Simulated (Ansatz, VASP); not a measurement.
# AlNi3: VASP beside Ansatz, part 2 of 3

Wanted: the spread between two codes on one cell, functional and k mesh. The cell is taken from a series of VASP runs on this material, whose earlier steps may have relaxed, scaled or displaced it; both programs get it as it stands.

VASP 6.6.1 and Ansatz 0.2.0.

So far: Set-up; VASP: relaxation of cell and atoms, r2SCAN.

## 3. Ansatz: relaxation of cell and atoms, r2SCAN

Level of this step: Ansatz beside VASP: Kohn-Sham DFT, plane waves, r2SCAN (Ansatz).

Ansatz runs on its default PAW (the set named soft_2) files.

The same cell, functional, mesh and smearing now go to Ansatz, which takes its cutoff from its data sets.

File input.yaml:

```yaml
crystal:
  lattice:
    - [3.5254873939, 0.0, 0.0]
    - [0.0, 3.5254873939, 0.0]
    - [0.0, 0.0, 3.5254873939]
  atoms:
    - { symbol: Ni, position: [0.5, 0.5, 0.0], spin: 1.0 }
    - { symbol: Ni, position: [0.5, 0.0, 0.5], spin: 1.0 }
    - { symbol: Ni, position: [0.0, 0.5, 0.5], spin: 1.0 }
    - { symbol: Al, position: [0.0, 0.0, 0.0] }
hamiltonian:
  xc: r2scan
  pseudopotentials: { kind: paw }
magnetization:
  spin_polarized: true
kpoints:
  mp_grid: { grid: [10, 10, 10] }
scf:
  occupations: { method: methfessel_paxton, width: 0.15 }
relax:
  f_tol: 0.01
  max_steps: 60
  cell: { stress_tol: 0.05 }
output:
  forces: true
  stress: true
```

Command:

```bash
ansatz run input.yaml --threads 4 --pin off --max-ram 9216MiB --backend cpu --events-out ev --progress --plain --runs-dir out
```

Numbers of over 12 decimals in the logs are rounded to 6 here.

What it wrote:

```text
Engine: ansatz 0.2.0, aarch64-unknown-linux-gnu
Pseudopotentials: kind: paw
Pseudopotential: Ni, paw, valence charge 18, recommended cutoff 500 eV (meta_gga), Ni.paw.azcp
Pseudopotential: Al, paw, valence charge 3, recommended cutoff 500 eV (meta_gga), Al.paw.azcp
Functional definition: r2SCAN
  parameter k0 = 0.174
  parameter k1 = 0.065
  parameter a1 = 4.9479
  exchange = r2scan_x(k0 = k0, k1 = k1, a1 = a1)
  correlation = r2scan_c
Crystal: 4 atoms, lattice volume = 43.818 Å³
Basis set: ecut = 500 eV, 1141 PW (Γ), exchange–correlation on 108×108×108 points (64 copies of the dense FFT grid, shifted against one another)
Bands: 36, of which v1, the nominal top of the filled ones, is band 29 counted from 1 (28 counted from 0)
Symmetry: 48 space group operations
Space group: Pm-3m (ITA 221), of the structure as read, at distance tolerance 3.5e-5 Å
Magnetic group: BNS 221.92 (UNI 1594), of the structure as read, at distance tolerance 3.5e-5 Å
k-points: 56 of 1000
Non-local potential: Ni, projectors of the file, l = 0: 3, l = 1: 2, l = 2: 3, l = 3: 1
Non-local potential: Al, projectors of the file, l = 0: 2, l = 1: 2, l = 2: 1
PAW form: soft (Blöchl's): semilocal exchange-correlation on the pseudo side does not see the compensation charge
PAW frozen core: Ni, regenerated for the run's functional (the file was generated under x = pbe(κ = 0.804, μ = 0.219515), c = pbe(β = 0.066725))
PAW frozen core: Al, regenerated for the run's functional (the file was generated under x = pbe(κ = 0.804, μ = 0.219515), c = pbe(β = 0.066725))
PAW one-centre angular grid: Ni, 590 points (default); XC on 160 Gauss nodes
PAW one-centre angular grid: Al, 302 points (default); XC on 160 Gauss nodes
Initial density: superposition of atomic densities (chi_scale 0.1, normalization cell)
Starting moments: Σ|m| = 3 μB on 3 of 4 sites
Initial wavefunctions: pseudopotential atomic-orbital guess
Functional: x = r2scan, c = r2scan; τ floored in thin density (d = 2e-4 eV/Å³)
iter 1 solved again at ethr=2.11e-3 eV; its pass at ethr=3.10e-3 eV (dr2=1.20e0 eV) is discarded
SCF iter   1: F=—  HF=-18074.561093 eV  |F-HF|=—  |Δ(HF+E_count)|=         —  Δρ=4.31e-2 (↑4.31e-2 ↓3.35e-2)  dr2=1.08e0  dr2_τ=2.31e-2  dr2_m=1.70e-1  M=1.946 μB ∫|m|=2.515 μB  β_m=0.85  ethr=2.11e-3  ⟨swp⟩=3.2  Hψ=22817  notcnv=0
Mixer restart at iter 1: flushing history
preconditioner: auto → Kerker (q_TF=auto, 2.851 Å⁻¹)  [metal: Δε(μ)=0.013 eV  Ē_g=8.602 eV  σ=0.150 eV  W_gap=0.05  n_scr=18 (ndim 8)  ℏωp=32.2 eV  f_vac=0.000  D(μ)=4.74/eV (n_scr^D=80)]
spin=Collinear: Kerker preconditioning applied to the charge; magnetization (m = ρ↑ − ρ↓) channel mixes plain (no charge-response kernel on spin).
SCF iter   2: F=—  HF=-18074.271331 eV  |F-HF|=—  |Δ(HF+E_count)|=   2.90e-1  Δρ=2.69e-2 (↑1.39e-2 ↓2.69e-2)  dr2=3.53e-1  dr2_τ=2.87e-3  dr2_m=3.83e-2  M=1.661 μB ∫|m|=2.455 μB  β_m=1.00  ethr=1.89e-3  ⟨swp⟩=4.5  Hψ=8112  notcnv=0  defer=31  κ⁻¹=1.0e0(r=1)
SCF iter   3: F=—  HF=-18075.372906 eV  |F-HF|=—  |Δ(HF+E_count)|=    1.10e0  Δρ=2.47e-2 (↑1.36e-2 ↓2.47e-2)  dr2=4.15e-1  dr2_τ=1.42e-3  dr2_m=2.21e-2  M=1.478 μB ∫|m|=2.383 μB  β_m=1.00  ethr=6.19e-4  ⟨swp⟩=2.0  Hψ=5488  notcnv=0  defer=194  κ⁻¹=6.3e-3(r=2)
SCF iter   4: F=—  HF=-18076.766314 eV  |F-HF|=—  |Δ(HF+E_count)|=    1.39e0  Δρ=1.73e-2 (↑1.08e-2 ↓1.73e-2)  dr2=3.35e-1  dr2_τ=6.82e-4  dr2_m=7.60e-3  M=1.291 μB ∫|m|=2.203 μB  β_m=1.00  ethr=6.19e-4  ⟨swp⟩=2.2  Hψ=6563  notcnv=0  defer=195  κ⁻¹=2.3e-3(r=3)
SCF iter   5: F=—  HF=-18077.870366 eV  |F-HF|=—  |Δ(HF+E_count)|=    1.10e0  Δρ=1.22e-2 (↑5.76e-3 ↓1.22e-2)  dr2=1.75e-1  dr2_τ=1.93e-4  dr2_m=1.14e-2  M=1.066 μB ∫|m|=1.745 μB  β_m=1.00  ethr=5.88e-4  ⟨swp⟩=2.5  Hψ=7085  notcnv=0  defer=206  κ⁻¹=1.5e-3(r=4)
SCF iter   6: F=—  HF=-18077.915996 eV  |F-HF|=—  |Δ(HF+E_count)|=         —  Δρ=6.99e-3 (↑6.99e-3 ↓5.54e-3)  dr2=3.68e-2  dr2_τ=2.76e-4  dr2_m=5.00e-3  M=0.904 μB ∫|m|=1.368 μB  β_m=1.00  ethr=3.07e-4  ⟨swp⟩=2.3  Hψ=7178  notcnv=0  defer=208
Mixer restart at iter 6: flushing history
SCF iter   7: F=—  HF=-18077.941154 eV  |F-HF|=—  |Δ(HF+E_count)|=   2.52e-2  Δρ=4.49e-3 (↑4.49e-3 ↓4.43e-3)  dr2=2.25e-2  dr2_τ=9.48e-5  dr2_m=2.81e-5  M=0.900 μB ∫|m|=1.375 μB  β_m=1.00  ethr=6.45e-5  ⟨swp⟩=1.4  Hψ=4541  notcnv=0  defer=208  κ⁻¹=1.0e0(r=1)
SCF iter   8: F=—  HF=-18077.974374 eV  |F-HF|=—  |Δ(HF+E_count)|=   3.32e-2  Δρ=3.39e-3 (↑3.39e-3 ↓2.98e-3)  dr2=1.10e-2  dr2_τ=5.03e-5  dr2_m=5.54e-5  M=0.898 μB ∫|m|=1.368 μB  β_m=1.00  ethr=3.95e-5  ⟨swp⟩=2.4  Hψ=6594  notcnv=0  defer=211  κ⁻¹=2.1e-1(r=2)
SCF iter   9: F=—  HF=-18077.990877 eV  |F-HF|=—  |Δ(HF+E_count)|=   1.65e-2  Δρ=2.01e-3 (↑2.01e-3 ↓1.52e-3)  dr2=3.68e-3  dr2_τ=1.97e-5  dr2_m=3.04e-5  M=0.897 μB ∫|m|=1.346 μB  β_m=1.00  ethr=1.92e-5  ⟨swp⟩=2.3  Hψ=7596  notcnv=0  defer=214  κ⁻¹=1.4e-2(r=3)
SCF iter  10: F=—  HF=-18077.989940 eV  |F-HF|=—  |Δ(HF+E_count)|=   9.37e-4  Δρ=7.30e-4 (↑6.26e-4 ↓7.30e-4)  dr2=2.33e-4  dr2_τ=3.72e-6  dr2_m=1.03e-4  M=0.901 μB ∫|m|=1.333 μB  β_m=1.00  ethr=6.46e-6  ⟨swp⟩=2.0  Hψ=5263  notcnv=0  defer=214  κ⁻¹=2.8e-3(r=4)
[...]
SCF iter  16: F=—  HF=-18077.978412 eV  |F-HF|=—  |Δ(HF+E_count)|=   1.31e-5  S|Δr|=    0.00e0  Δρ=5.08e-5 (↑3.83e-5 ↓5.08e-5)  dr2=7.17e-7  dr2_τ=9.76e-9  dr2_m=3.87e-7  M=0.919 μB ∫|m|=1.366 μB  β_m=1.20  ethr=5.32e-9  ⟨swp⟩=2.0  Hψ=6979  notcnv=0  defer=214  κ⁻¹=2.6e-3(r=4)
SCF iter  17: F=—  HF=-18077.978418 eV  |F-HF|=—  |Δ(HF+E_count)|=   5.34e-6  S|Δr|=    0.00e0  Δρ=4.41e-5 (↑1.99e-5 ↓4.41e-5)  dr2=4.76e-7  dr2_τ=2.63e-9  dr2_m=2.23e-7  M=0.919 μB ∫|m|=1.367 μB  β_m=1.20  ethr=1.26e-9  ⟨swp⟩=2.4  Hψ=6821  notcnv=0  defer=214  κ⁻¹=3.1e-4(r=5)
SCF iter  18: F=—  HF=-18077.978424 eV  |F-HF|=—  |Δ(HF+E_count)|=   6.91e-6  S|Δr|=    0.00e0  Δρ=3.07e-5 (↑1.07e-5 ↓3.07e-5)  dr2=3.28e-7  dr2_τ=8.60e-10  dr2_m=6.46e-8  M=0.920 μB ∫|m|=1.369 μB  β_m=1.20  ethr=8.34e-10  ⟨swp⟩=2.1  Hψ=7028  notcnv=0  defer=214  κ⁻¹=1.2e-4(r=6)
SCF iter  19: F=—  HF=-18077.978427 eV  |F-HF|=—  |Δ(HF+E_count)|=   2.04e-6  S|Δr|=    0.00e0  Δρ=6.60e-6 (↑6.60e-6 ↓4.76e-6)  dr2=1.10e-8  dr2_τ=1.51e-10  dr2_m=2.65e-9  M=0.920 μB ∫|m|=1.370 μB  β_m=1.20  ethr=1.75e-10  ⟨swp⟩=3.8  Hψ=18186  notcnv=0  κ⁻¹=3.0e-5(r=7)
SCF iter  20: F=-18077.978427 eV  HF=-18077.978427 eV  |F-HF|=1.36e-7  |Δ(HF+E_count)|=   1.26e-7  S|Δr|=    0.00e0  Δρ=4.38e-6 (↑4.38e-6 ↓3.34e-6)  dr2=3.97e-9  dr2_τ=5.76e-11  dr2_m=3.40e-9  M=0.920 μB ∫|m|=1.370 μB  ethr=1.93e-11  ⟨swp⟩=4.0  Hψ=13283  notcnv=0
SCF 1 converged in 20 iterations: F = -18077.978427 eV  dr2 = 3.97e-9
  greatest PAW one-centre occupation: 1.001 electrons in one spin orbital (limit 2), on the Ni atom at site 2 (counted from 0), in its partial waves of l = 1
relax step   1: F+E_penalty+E_count = -18077.97842677 eV  Δ(F+E_penalty+E_count) = +0.000e0 eV  max|allowed force component| = 7.106e-29 eV/Å  Δτ_max = 0.0000 Å  P = +0.105 GPa  Ω = 43.818 Å³  (20 SCF iters, dr2 threshold 1.00e-7 eV, accepted)
[...]
relax step   2: F+E_penalty+E_count = -18077.97842249 eV  Δ(F+E_penalty+E_count) = +4.272e-6 eV  max|allowed force component| = 8.046e-29 eV/Å  Δτ_max = 0.0000 Å  P = +0.050 GPa  Ω = 43.830 Å³  energy of the carried Pulay correction = -1.008e-5 eV  (5 SCF iters, dr2 threshold 2.75e-8 eV, accepted)
[...]
relax step   3: F+E_penalty+E_count = -18077.97842733 eV  Δ(F+E_penalty+E_count) = -4.838e-6 eV  max|allowed force component| = 7.361e-29 eV/Å  Δτ_max = 0.0000 Å  P = +0.050 GPa  Ω = 43.830 Å³  stress off target by 5.02e-2 GPa  SCF on the basis re-selected at this cell (its energy is not comparable with the rows above)  (7 SCF iters)
[...]
relax step   4: F+E_penalty+E_count = -18077.97841984 eV  Δ(F+E_penalty+E_count) = +7.497e-6 eV  max|allowed force component| = 2.153e-29 eV/Å  Δτ_max = 0.0000 Å  P = -0.000 GPa  Ω = 43.841 Å³  energy of the carried Pulay correction = -9.191e-6 eV  (5 SCF iters, dr2 threshold 6.31e-9 eV, accepted)
[...]
relax step   5: F+E_penalty+E_count = -18077.97845312 eV  Δ(F+E_penalty+E_count) = -3.329e-5 eV  max|allowed force component| = 2.537e-29 eV/Å  Δτ_max = 0.0000 Å  P = +0.000 GPa  Ω = 43.841 Å³  stress off target by 1.37e-4 GPa  SCF on the basis re-selected at this cell (its energy is not comparable with the rows above)  (7 SCF iters)
basis re-selected at this cell: Δ(F+E_penalty+E_count) = -3.329e-5 eV, ΔP = +0.000 GPa vs the last step (what re-selecting the basis moved, of the pressure what is left beyond the Pulay correction that the steps carried, after the strain that the cell walked since its last selection, with what the two solves' SCF thresholds leave and, on support functions, any second-order correction that the steps lacked; it is no m [...]
SCF converged after 7 iterations
Stability not checked: this state was not tested for a lower state beside it, because cold or Methfessel-Paxton smearing, or corrected tetrahedra, fill the levels in a way that the test cannot read (fill_not_monotonic; see scf.lower_state_search)
Magnetization: 0.9210 μB (28.9605 up, 28.0395 down)
Absolute magnetization: 1.3709 μB (∫|ρ↑−ρ↓|, with the PAW one-centre terms)
Spin contamination: 0.0397 ħ² per cell (⟨S²⟩ above its minimum at these occupations)
Per-site moments (μB) at R_I (Å): [(0.368317, 1.028498), (0.368317, 1.028498), (0.368317, 1.028498), (-0.031973, 1.028498)]
Free energy (F): -18077.978453 eV
Harris-Foulkes:  -18077.978453 eV  (|F-HF|=4.00e-11)
Internal energy: -18077.980125 eV  (E = F + TS)
E sigma→0 (E₀):  -18077.978871 eV
Entropy (-TS):   0.001672 eV (0.418 meV/atom)
Fermi energy:    16.313702 eV
--- Per-component energies (eV) ---
  E_band       = -982.495340
  E_kinetic    = 877.499041
  E_local      = -11898.169420  (includes V_loc(G=0)·N_el)
  E_nonlocal   = 1930.414274
  E_hartree    = 5077.740772
  E_xc         = -276.020456
  E_vxc        = -387.256528  (∫ρ·V_xc dr)
  E_paw        = -5407.549650  (= ΣΔE_a)
  E_vpaw       = -1688.608699  (= ΣTr[D̂ρ^β])
  E_aug_tail   = 0.000685  (compensation charges beyond the density's cutoff)
  E_vtau       = 28.144232  (kinetic-family band-sum trace: ∫τ·v_τ [+ j·A + Jᵃ·Aᵃ] dr)
  E_ewald      = -8380.935056
  E_core_change = -0.960314  (= ΣΔE_core)
  E_smearing   = 0.001672  (= −TS)
  E_closure    = 0.000000  (closes the sum)
  Σ components = -18077.978453   (vs F -18077.978453, Δ=0.00e0)
--- Forces (eV/Å), atoms counted from 1 ---
  atom   1  Ni    -0.00000000    -0.00000000     0.00000000
  atom   2  Ni     0.00000000    -0.00000000    -0.00000000
  atom   3  Ni     0.00000000     0.00000000    -0.00000000
  atom   4  Al     0.00000000     0.00000000     0.00000000
  max |Σ_I F_I| component: 8.94e-30 eV/Å
--- Stress (GPa, compression-positive) ---
        0.000137       0.000000       0.000000
        0.000000       0.000137      -0.000000
        0.000000      -0.000000       0.000137
  P = ⅓ Tr σ = 0.0001 GPa (0.001 kbar)
--- Relaxed structure (3 steps of the walk, 3 accepted, 2 SCFs on fresh bases) ---
  F+E_penalty+E_count = -18077.97845312 eV   max|allowed force component| = 2.537e-29 eV/Å   (the final SCF, on the basis selected at the relaxed cell)
  cell:  # Å, volume = 43.8413 Å³
    - [3.526100, 0, 0]
    - [0, 3.526100, 0]
    - [0, 0, 3.526100]
  atoms:
    - { symbol: Ni, position: [0.5, 0.5, 0] }
    - { symbol: Ni, position: [0.5, 0, 0.5] }
    - { symbol: Ni, position: [0, 0.5, 0.5] }
    - { symbol: Al, position: [0, 0, 0] }
```

Elapsed: 29 s, on 4 threads of Arm Neoverse V2, shared host; peak memory 0.56 GiB; 1.9 min of CPU time.

## 4. Differences

Known differences besides the potentials themselves: VASP keeps PBE cores, Ansatz makes them for the functional; both relaxations stop at a tolerance, which leaves soft axes loose, and VASP keeps its plane-wave basis; the data sets hold 57 valence electrons in Ansatz (default PAW (the set named soft_2) files) and 33 in VASP; the cutoff is 500 eV in Ansatz and 450 eV in VASP; Ansatz adds a Pulay correction to the stress that steers its cell, VASP none; site moments are counted in spheres of each program's own size. Total energies have different zeros and are not compared.

Compared:

```
                                         quantity  Ansatz   VASP  difference
                                      volume (Å³)   43.84  43.86     -0.05 %
edge a after relaxation, in the typed setting (Å)   3.526  3.527     -0.01 %
                                total moment (μB)    0.92   0.89       +0.03
                               moment on Ni1 (μB)    0.37   0.33       +0.04
                               moment on Ni2 (μB)    0.37   0.33       +0.04
                               moment on Ni3 (μB)    0.37   0.33       +0.04
```

The walks stopped with 0.00 GPa left in Ansatz and -0.06 GPa in VASP; each walk ends within a tolerance, so the volume difference is uncertain by about these residues over the bulk modulus, most in soft cells.

(Part 2 of 3 ends here.)

[Lines on the potential files, build, host, timing and source positions are cut from VASP's logs without a mark.]

[Logs are printed without paths, hosts, clocks, repeated set-up lines and the standing remarks that a program may print on its own settings, such as how far it seeks lower states.]

[Hosts, paths, dates, database ids (printed as entryN), source tags and the programs' standing remarks are cut or masked in the printed files.]
